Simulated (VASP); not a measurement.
VASP ran on this input.

KPOINTS:
```
Automatic mesh
0
Gamma
5 5 5
0 0 0
```

**INCAR**
```
SYSTEM = BaF2
PREC = Accurate
ENCUT = 520
EDIFF = 1E-6
NELM = 100
ALGO = Normal
LREAL = .FALSE.
LASPH = .TRUE.
ISMEAR = 0
SIGMA = 0.05
GGA = PE
LMAXMIX = 4
LWAVE = .FALSE.
LCHARG = .FALSE.
ISIF = 2
```

File POSCAR:
```
BaF2
1
    3.1000000000     0.0000000000     3.1000000000
    0.0000000000     3.1000000000     3.1000000000
    3.1000000000     3.1000000000     0.0000000000
Ba F
1 2
Direct
  0.0000000000   0.0000000000   0.0000000000
  0.2500000000   0.2500000000   0.2500000000
  0.7500000000   0.7500000000   0.7500000000
```

POTCAR, in this order: Ba_sv F (PBE.64 set). Program: vasp_std.

**Question.** Does this input run properly? What does VASP do?

**Answer.** There is a fault: the lattice vectors form a left-handed set. VASP stops with an error: ERROR: the triple product of the basis vectors is negative exchange two basis vectors ----> I REFUSE TO CONTINUE WITH THIS SICK JOB ... BYE!!! <----

**standard output**
```
 -----------------------------------------------------------------------------
|                                                                             |
|     EEEEEEE  RRRRRR   RRRRRR   OOOOOOO  RRRRRR      ###     ###     ###     |
|     E        R     R  R     R  O     O  R     R     ###     ###     ###     |
|     E        R     R  R     R  O     O  R     R     ###     ###     ###     |
|     EEEEE    RRRRRR   RRRRRR   O     O  RRRRRR       #       #       #      |
|     E        R   R    R   R    O     O  R   R                               |
|     E        R    R   R    R   O     O  R    R      ###     ###     ###     |
|     EEEEEEE  R     R  R     R  OOOOOOO  R     R     ###     ###     ###     |
|                                                                             |
|     ERROR: the triple product of the basis vectors is negative exchange     |
|     two basis vectors                                                       |
|                                                                             |
|       ---->  I REFUSE TO CONTINUE WITH THIS SICK JOB ... BYE!!! <----       |
|                                                                             |
 -----------------------------------------------------------------------------
```

To mend it, correct POSCAR.
File POSCAR:
```
BaF2
1
    0.0000000000     3.1000000000     3.1000000000
    3.1000000000     0.0000000000     3.1000000000
    3.1000000000     3.1000000000     0.0000000000
Ba F
1 2
Direct
  0.0000000000   0.0000000000   0.0000000000
  0.2500000000   0.2500000000   0.2500000000
  0.7500000000   0.7500000000   0.7500000000
```
The mended run (PBE GGA, plane waves, VASP's PBE PAW potentials (set 64)) converges, and its OSZICAR ends with
```
   1 F= -.17108659E+02 E0= -.17108659E+02  d E =-.525817E-20
```

The compound is BaF2 in the fluorite structure. The cell was not relaxed at this level.
